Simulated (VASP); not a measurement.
The system is ZnH.

```
CELL_PARAMETERS angstrom
0.00000 2.21594 2.21594
2.21594 0.00000 2.21594
2.21594 2.21594 0.00000
ATOMIC_POSITIONS crystal
Zn 0.00000 0.00000 0.00000
H 0.25000 0.25000 0.25000
```

The cell was built by a generator and needn't be a form met in nature.

Base run:

```yaml
Program: VASP 6.6.1
Functional: BLYP
Potentials_or_basis: VASP PAW PBE potentials, release 64 (Zn, H)
Cutoff: 520 eV
k_mesh: 10 × 10 × 10
Occupations: fermi-dirac, width 0.05 eV
Spin: no spin polarisation
```

Its results: pressure 5.3 GPa.

Q: After a change of settings the same cell gave: pressure -3.0 GPa. Which change was it?
A. functional from BLYP to PW91
B. functional from BLYP to revPBE
C. functional from BLYP to AM05
D. functional from BLYP to LDA; potentials or basis from VASP PAW PBE potentials, release 64 (Zn, H) to VASP PAW LDA potentials, release 64 (Zn, H)

A: C.

AM05 binds more tightly than BLYP, so the same cell stands under less pressure.

Caveats: the PAW data sets were made with another functional, which shifts forces and pressure a little.

Runs at the PBE level aren't shown here.
